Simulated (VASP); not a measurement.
## VSi11C12 (a cell with a defect): single point with PBEsol+U

Crystal: VSi11C12 (a cell with a defect).

```xyz
24
Lattice="0.0000 6.5370 6.5370 4.3580 0.0000 4.3580 4.3580 4.3580 0.0000" Properties=species:S:1:pos:R:3 pbc="T T T"
V     0.0000    0.0000    0.0000
Si    2.1790    2.1790    0.0000
Si    2.1790    0.0000    2.1790
Si    4.3580    2.1790    2.1790
Si    0.0000    2.1790    2.1790
Si    2.1790    4.3580    2.1790
Si    2.1790    2.1790    4.3580
Si    4.3580    4.3580    4.3580
Si    0.0000    4.3580    4.3580
Si    2.1790    6.5370    4.3580
Si    2.1790    4.3580    6.5370
Si    4.3580    6.5370    6.5370
C     1.0895    1.0895    1.0895
C     3.2685    3.2685    1.0895
C     3.2685    1.0895    3.2685
C     5.4475    3.2685    3.2685
C     1.0895    3.2685    3.2685
C     3.2685    5.4475    3.2685
C     3.2685    3.2685    5.4475
C     5.4475    5.4475    5.4475
C     1.0895    5.4475    5.4475
C     3.2685    7.6265    5.4475
C     3.2685    5.4475    7.6265
C     5.4475    7.6265    7.6265
```

- Program: VASP 6.6.1
- Task: single point
- Functional: PBEsol
- Potentials or basis: VASP PAW PBE potentials, release 64 (V_sv, Si, C)
- Cutoff: 450 eV
- k mesh: 2 × 3 × 3
- Occupations: gaussian, width 0.03 eV
- Spin: no spin polarisation
- Hubbard terms: V d U = 3 eV
- Dq: 0
- Further INCAR settings: LREAL = Auto; ALGO = Normal; EDIFF = 1e-05

```yaml
Largest_force: 1.511 eV/Å
Band_gap_on_the_k_mesh: none (metal or under the smearing width)
Valence_electrons_inside_the_program's_atomic_spheres: V 11.98; Si 1.67, 1.68; C 2.54, 2.53, 2.55
```

Forces on the atoms (eV/Å):
```
V    0.025 -0.065 -0.065
Si   0.058 -0.050 -0.524
Si   0.058 -0.524 -0.050
Si   0.523 -0.045 -0.045
Si  -0.350  0.054  0.054
Si  -0.059  0.349  0.027
Si  -0.059  0.027  0.349
Si  -0.017  0.069  0.069
Si  -0.370  0.023  0.023
Si   0.122  0.250 -0.084
Si   0.122 -0.084  0.250
Si   0.007 -0.033 -0.033
C    0.835  0.891  0.891
C   -0.891 -0.788  0.899
C   -0.891  0.899 -0.788
C   -0.037  0.024  0.024
C    0.117 -0.066 -0.066
C    0.017 -0.081 -0.007
C    0.017 -0.007 -0.081
C    0.019 -0.033 -0.033
C    0.788 -0.829 -0.829
C    0.001  0.001  0.016
C    0.001  0.016  0.001
C   -0.033  0.003  0.003
```

Levels at points of the mesh, in eV from the Fermi level:
```
           k point  band 48  band 49  band 50  band 51  band 52  band 53  band 54  band 55  band 56  band 57
(0.00, 0.00, 0.00)    -2.49    -2.48    -2.04    -1.90    -1.88    -0.40     0.02     0.07     0.62     0.69
(0.50, 0.00, 0.00)    -2.85    -2.39    -2.35    -1.99    -1.99    -0.50    -0.35     0.02     0.09     0.73
```

Eigenvalues of the final occupation matrices:
```
    site  spin  trace               eigenvalues
site 1 d     1   1.63  0.21 0.21 0.40 0.40 0.41
site 1 d     2   1.63  0.21 0.21 0.40 0.40 0.41
```

Wall time 49 s on 4 MPI ranks on Intel(R) Xeon(R) 6975P-C (Granite Rapids), on a shared host, peak memory 0.39 GiB a rank.

Caveat: the k mesh is coarse (spacing up to 0.42 Å⁻¹), so the values aren't converged; the PAW data sets were made with another functional, which shifts forces and pressure a little; U without spin polarisation on a metal has little footing; the U is typed as a test and isn't derived for this compound.
